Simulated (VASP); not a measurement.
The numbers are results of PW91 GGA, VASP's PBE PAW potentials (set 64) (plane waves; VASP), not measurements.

VASP ran on this input.

KPOINTS:
```
Automatic mesh
0
G
  8 8 8
```

INCAR:
```
SYSTEM = GdN
PREC = Accurate
ENCUT = 520
EDIFF = 1E-6
NELM = 100
ALGO = Normal
LREAL = .FALSE.
LASPH = .TRUE.
ISMEAR = 0
SIGMA = 0.05
GGA = 91
LMAXMIX = 6
LWAVE = .FALSE.
LCHARG = .FALSE.
IBRION = 2
ISIF = 3
NSW = 60
EDIFFG = -0.01
```

### POSCAR
```
GdN
1
    0.0000000000     2.4900000000     2.4900000000
    2.4900000000     0.0000000000     2.4900000000
    2.4900000000     2.4900000000     0.0000000000
Gd N
1 1
Direct
  0.0000000000   0.0000000000   0.0000000000
  0.5000000000   0.5000000000   0.5000000000
```

POTCAR, in this order: Gd_3 N (PBE.64 set). Program: vasp_std.

### Question
What will the output report for the number of irreducible k-points (NKPTS), largest plane-wave count, number of space-group operations, FFT grid (NGX, NGY, NGZ)?

### Answer

The number of irreducible k-points (NKPTS) is 29. The largest plane-wave count comes out as 869, the number of space-group operations is 48 and the FFT grid (NGX, NGY, NGZ) is 28 × 28 × 28.

The compound is GdN in the rock salt structure. This run relaxes it. Symmetry was kept, so distortions that lower it aren't found. The 4f electrons are frozen in the core of the lanthanide potential, so 4f levels, which can set the real gap, and their magnetism are missing.
